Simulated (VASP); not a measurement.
# InSb (F-43m) in VASP: settings compared, part 2 of 2

VASP 6.6.1. The steps go on from the part before.

## Step 3: Band structure, LDA

INCAR

```
PREC = Accurate
ENCUT = 520
EDIFF = 1E-7
ISMEAR = 0
SIGMA = 0.03
LREAL = F
LASPH = T
NELM = 80
ALGO = Normal
ISIF = 2
LWAVE = F
LCHARG = F
GGA = CA
```

KPOINTS

```
Automatic mesh
0
Gamma
  10 10 10
```

POSCAR

```
InSb                                    
1.0
    0.0000000000      3.2603245817      3.2603245817
    3.2603245817      0.0000000000      3.2603245817
    3.2603245817      3.2603245817      0.0000000000
  In              Sb            
     1     1
Direct
     0.0000000000000000    0.0000000000000000    0.0000000000000000
     0.2500000000000000    0.2500000000000000    0.2500000000000000
```

KPOINTS_OPT is that of step 2.

Potentials or basis: VASP PAW LDA potentials, release 64 (In_d, Sb).

Command:

```console
$ cat potpaw_LDA.64/In_d/POTCAR potpaw_LDA.64/Sb/POTCAR > POTCAR
$ mpirun -np 1 vasp_std > vasp.out
```

OUTCAR:

```text
PREC = Accurate
   ENCUT = 520
   EDIFF = 1E-7
   ISMEAR = 0
   LREAL = F
   LASPH = T
   NELM = 80
   ISIF = 2
   GGA = CA

 ion  position               nearest neighbor table
   1  0.000  0.000  0.000-   2 2.82   2 2.82   2 2.82   2 2.82
   2  0.250  0.250  0.250-   1 2.82   1 2.82   1 2.82   1 2.82

  LATTYP: Found a face centered cubic cell.
 ALAT       =     6.5206491634

  Lattice vectors:

 A1 = (   0.0000000000,   3.2603245817,   3.2603245817)
 A2 = (   3.2603245817,   0.0000000000,   3.2603245817)
 A3 = (   3.2603245817,   3.2603245817,   0.0000000000)

Analysis of symmetry for initial positions (statically):
=====================================================================
 Subroutine PRICEL returns:
 Original cell was already a primitive cell.

 Routine SETGRP: Setting up the symmetry group for a
 face centered cubic supercell.

 Subroutine GETGRP returns: Found 24 space group operations
 (whereof 24 operations were pure point group operations)
 out of a pool of 48 trial point group operations.

The static configuration has the point symmetry T_d .

Analysis of symmetry for dynamics (positions and initial velocities):
[... 178 lines left out ...]
      9       4.6861      1.33333
     10       4.6861      1.33333
     11       7.5980      0.00000
     12       7.5980      0.00000
     13       7.5980      0.00000
[... 354 lines left out ...]
  band No.  band energies     occupation
      1      -9.8916      2.00000
      2      -9.7990      2.00000
      3      -9.7981      2.00000
      4      -9.7612      2.00000
      5      -9.7421      2.00000
      6      -4.6408      2.00000
      7      -0.3054      2.00000
      8       2.5731      2.00000
      9       2.8255      2.00000
     10       6.1352      0.00000
     11       6.8894      0.00000
     12      10.3884      0.00000
     13      10.9292      0.00000

 [... further k-points ...]

------------------------ aborting loop because EDIFF is reached ----------------------------------------

  FORCE on cell =-STRESS in cart. coord.  units (eV):
  Direction    XX          YY          ZZ          XY          YZ          ZX
  --------------------------------------------------------------------------------------
  -------------------------------------------------------------------------------------
  Total       -0.5803266     -0.5803266     -0.5803266      0.0000000      0.0000000      0.0000000
  in kB      -13.4143789    -13.4143789    -13.4143789      0.0000000      0.0000000      0.0000000
  external PRESSURE =     -13.4143789 kB  Pullay stress =       0.0000000 kB

 VOLUME and BASIS-vectors are now :
 -----------------------------------------------------------------------------
  energy-cutoff  :      520.00
  volume of cell :       69.31
      direct lattice vectors                 reciprocal lattice vectors
     0.000000000  3.260324582  3.260324582    -0.153358964  0.153358964  0.153358964
     3.260324582  0.000000000  3.260324582     0.153358964 -0.153358964  0.153358964
     3.260324582  3.260324582  0.000000000     0.153358964  0.153358964 -0.153358964

 POSITION                                       TOTAL-FORCE (eV/Angst)
 -----------------------------------------------------------------------------------
      0.00000      0.00000      0.00000         0.000000     -0.000000      0.000000
      1.63016      1.63016      1.63016        -0.000000      0.000000     -0.000000
 -----------------------------------------------------------------------------------
    total drift:                                0.000000      0.000000      0.000000

  FREE ENERGIE OF THE ION-ELECTRON SYSTEM (eV)
  ---------------------------------------------------
  free  energy   TOTEN  =        -8.2069564340 eV

  energy  without entropy=       -8.2069101553  energy(sigma->0) =       -8.20693329
```

OSZICAR:

```text
N       E                     dE             d eps       ncg     rms          rms(c)
DAV:   1     0.112662232615E+03    0.11266E+03   -0.80572E+03  1222   0.137E+03
DAV:   2    -0.493807513796E+00   -0.11316E+03   -0.11085E+03  1307   0.310E+02
DAV:   3    -0.813594361902E+01   -0.76421E+01   -0.75926E+01  1572   0.888E+01
[... 50 lines left out ...]
       N       E                     dE             ncg
DAV:   1     0.186522002393E+05   -0.72873E+04      364
DAV:   2     0.171443540691E+05   -0.15078E+04      364
DAV:   3     0.170436537018E+05   -0.10070E+03      494
DAV:   4     0.170411761137E+05   -0.24776E+01      522
DAV:   5     0.170410830430E+05   -0.93071E-01      560
DAV:   6     0.170410806210E+05   -0.24220E-02      490
DAV:   7     0.170410805427E+05   -0.78357E-04      560
DAV:   8     0.170410805411E+05   -0.15894E-05      485
DAV:   9     0.170410805410E+05   -0.21522E-07      392
```

stdout:

```text
POSCAR found type information on POSCAR InSb
 POSCAR found :  2 types and       2 ions
 scaLAPACK will be used
 LDA part: xc-table for (Slater(with rela. corr.)+CA(PZ))
 , standard interpolation
 POSCAR, INCAR and KPOINTS ok, starting setup
 FFT: planning ... GRIDC
 FFT: planning ... GRID_SOFT
 FFT: planning ... GRID
 WAVECAR not read
 entering main loop
 Start KPOINTS_OPT (optional k-point list driver)
k-point batch [1-47\202]
k-point batch [48-94\202]
k-point batch [95-141\202]
k-point batch [142-188\202]
k-point batch [189-202\202]
```

It took 49 s on 1 thread of Intel Xeon 6975P-C (Granite Rapids), shared host; peak memory 0.22 GiB.

What came out:

* Free energy: -8.2070 eV
* Pressure: -1.3 GPa
* Band gap along the path: none (metal or under the smearing width)

Levels at the corners of the path, in eV from the Fermi level:
```
point  band 6  band 7  band 8  band 9  band 10  band 11  band 12  band 13
    Γ  -10.66   -0.48   -0.01   -0.01    -0.01     2.90     2.90     2.90
    X   -8.75   -5.90   -2.22   -2.22     1.25     1.27     7.92     7.92
    X   -8.75   -5.90   -2.22   -2.22     1.25     1.27     7.92     7.92
    W   -8.72   -5.80   -2.81   -2.69     3.36     3.90     4.09     4.83
    W   -8.72   -5.80   -2.81   -2.69     3.36     3.90     4.09     4.83
    K   -8.79   -5.78   -3.07   -1.88     1.53     3.58     6.08     6.29
    K   -8.79   -5.78   -3.07   -1.88     1.53     3.58     6.08     6.29
    Γ  -10.66   -0.48   -0.01   -0.01    -0.01     2.90     2.90     2.90
    Γ  -10.66   -0.48   -0.01   -0.01    -0.01     2.90     2.90     2.90
    L   -9.34   -5.60   -0.99   -0.99     0.38     3.75     3.75     5.94
    L   -9.34   -5.60   -0.99   -0.99     0.38     3.75     3.75     5.94
    U   -8.79   -5.78   -3.07   -1.88     1.53     3.58     6.08     6.29
    U   -8.79   -5.78   -3.07   -1.88     1.53     3.58     6.08     6.29
    W   -8.72   -5.80   -2.81   -2.69     3.36     3.90     4.09     4.83
    W   -8.72   -5.80   -2.81   -2.69     3.36     3.90     4.09     4.83
    L   -9.34   -5.60   -0.99   -0.99     0.38     3.75     3.75     5.94
    L   -9.34   -5.60   -0.99   -0.99     0.38     3.75     3.75     5.94
    K   -8.79   -5.78   -3.07   -1.88     1.53     3.58     6.08     6.29
    U   -8.79   -5.78   -3.07   -1.88     1.53     3.58     6.08     6.29
    X   -8.75   -5.90   -2.22   -2.22     1.25     1.27     7.92     7.93
```

Caveat: spin-orbit coupling is left out, which moves the levels of the heavy elements; this crystal is a semiconductor, whose small gap the functional closes, so the metal is an error of the method.

## Step 4: Band structure, r2SCAN

INCAR: that of step 3 with these lines changed.

```diff
@@ -12,2 +12,3 @@
 LCHARG = F
-GGA = CA
+METAGGA = R2SCAN
+LMIXTAU = T
```

KPOINTS is that of step 3.

POSCAR is that of step 3.

KPOINTS_OPT is that of step 3.

Potentials or basis: VASP PAW PBE potentials, release 64 (In_d, Sb).

Command:

```console
$ cat potpaw_PBE.64/In_d/POTCAR potpaw_PBE.64/Sb/POTCAR > POTCAR
$ mpirun -np 1 vasp_std > vasp.out
```

Run time: 4 min. Hardware: 1 thread of Intel Xeon 6975P-C (Granite Rapids), shared host; peak memory 0.25 GiB.

It converged, with:

```yaml
Free_energy: -48.7650 eV
Pressure: 0.7 GPa
Band_gap_on_the_k_mesh: 0.12 eV, direct
Band_gap_along_the_path: 0.12 eV, direct
```

Levels at the corners of the path, in eV from the valence-band top:
| point | band 7 | band 8 | band 9 | band 10 | band 11 | band 12 |
| --- | --- | --- | --- | --- | --- | --- |
| Γ | 0.00 | 0.00 | 0.00 | 0.12 | 3.22 | 3.22 |
| X | -5.99 | -2.29 | -2.29 | 1.56 | 1.60 | 8.62 |
| X | -5.99 | -2.29 | -2.29 | 1.56 | 1.60 | 8.62 |
| W | -5.87 | -2.89 | -2.75 | 3.76 | 4.24 | 4.61 |
| W | -5.87 | -2.89 | -2.75 | 3.76 | 4.24 | 4.61 |
| K | -5.85 | -3.15 | -1.94 | 1.87 | 3.98 | 6.68 |
| K | -5.85 | -3.15 | -1.94 | 1.87 | 3.98 | 6.68 |
| Γ | 0.00 | 0.00 | 0.00 | 0.12 | 3.22 | 3.22 |
| Γ | 0.00 | 0.00 | 0.00 | 0.12 | 3.22 | 3.22 |
| L | -5.68 | -1.02 | -1.02 | 0.80 | 4.10 | 4.10 |
| L | -5.68 | -1.02 | -1.02 | 0.80 | 4.10 | 4.10 |
| U | -5.85 | -3.15 | -1.94 | 1.87 | 3.98 | 6.68 |
| U | -5.85 | -3.15 | -1.94 | 1.87 | 3.98 | 6.68 |
| W | -5.87 | -2.89 | -2.75 | 3.76 | 4.24 | 4.61 |
| W | -5.87 | -2.89 | -2.75 | 3.76 | 4.24 | 4.61 |
| L | -5.68 | -1.02 | -1.02 | 0.80 | 4.10 | 4.10 |
| L | -5.68 | -1.02 | -1.02 | 0.80 | 4.10 | 4.10 |
| K | -5.85 | -3.15 | -1.94 | 1.87 | 3.98 | 6.68 |
| U | -5.85 | -3.15 | -1.94 | 1.87 | 3.98 | 6.68 |
| X | -5.99 | -2.29 | -2.29 | 1.56 | 1.60 | 8.62 |

Caveat: the PAW data sets were made with another functional, which shifts forces and pressure a little; spin-orbit coupling is left out, which moves the levels of the heavy elements.

## Step 5: Band structure, PBE, spin-orbit coupling, no magnetisation

INCAR: that of step 4 with these lines changed.

```diff
@@ -12,3 +12,7 @@
 LCHARG = F
-METAGGA = R2SCAN
-LMIXTAU = T
+LNONCOLLINEAR = T
+MAGMOM = 0 0 0 0 0 0
+LORBIT = 11
+LSORBIT = T
+GGA_COMPAT = F
+GGA = PE
```

KPOINTS

```
Automatic mesh
0
Gamma
  6 6 6
```

POSCAR is that of step 4.

KPOINTS_OPT is that of step 4.

Command:

```console
$ cat potpaw_PBE.64/In_d/POTCAR potpaw_PBE.64/Sb/POTCAR > POTCAR
$ mpirun -np 1 vasp_ncl > vasp.out
```

It took 4.8 min on 1 thread of Intel Xeon 6975P-C (Granite Rapids), shared host; peak memory 0.41 GiB.

Results (log left out):

```
Free energy                                           : -7.0093 eV
Pressure                                              : 2.3 GPa
Valence electrons inside the program's atomic spheres : In 11.44; Sb 2.49
```

## Step 6: The runs side by side

| level | potentials or basis | spin | k mesh | pressure (GPa) |
| --- | --- | --- | --- | --- |
| PBE | VASP PAW PBE potentials, release 64 (In_d, Sb) | off | 10 × 10 × 10 | 2.2 |
| LDA | VASP PAW LDA potentials, release 64 (In_d, Sb) | off | 10 × 10 × 10 | -1.3 |
| r2SCAN | VASP PAW PBE potentials, release 64 (In_d, Sb) | off | 10 × 10 × 10 | 0.7 |
| PBE | VASP PAW PBE potentials, release 64 (In_d, Sb) | SOC, no magnetisation | 6 × 6 × 6 | 2.3 |

Alike in all rows: task band structure; cell as given; cutoff (eV) 520; smearing gaussian 0.03 eV.

Caveats: spin-orbit coupling is left out, which moves the levels of the heavy elements (some runs); this crystal is a semiconductor, whose small gap the functional closes, so the metal is an error of the method (some runs); the PAW data sets were made with another functional, which shifts forces and pressure a little (some runs).

Total energies depend on the potentials used, so only differences within one code and one set of settings carry meaning.

## Step 7: How close it comes

Step 2. Measured gap of InSb: 0.24 eV (quoted in “Electronic Structure and Epitaxy of CdTe Shells on InSb Nanowires”, 2021, arxiv:2111.05126). This calculation gives 0.00 eV (-0.24 eV). Spin-orbit coupling on In, Sb is left out. The value is that of PBE, without temperature or zero-point motion. Semilocal functionals fall short of measured gaps as a rule.

Step 3. Against the measured gap of InSb, 0.24 eV (quoted in “Electronic Structure and Epitaxy of CdTe Shells on InSb Nanowires”, 2021, arxiv:2111.05126), the calculated 0.00 eV is off by -0.24 eV. Spin-orbit coupling on In, Sb is left out. The value is that of LDA, without temperature or zero-point motion. Semilocal functionals fall short of measured gaps as a rule.

Step 4. Against the measured gap of InSb, 0.24 eV (quoted in “Electronic Structure and Epitaxy of CdTe Shells on InSb Nanowires”, 2021, arxiv:2111.05126), the calculated 0.12 eV is off by -0.12 eV. Spin-orbit coupling on In, Sb is left out. The value is that of r2SCAN, without temperature or zero-point motion.
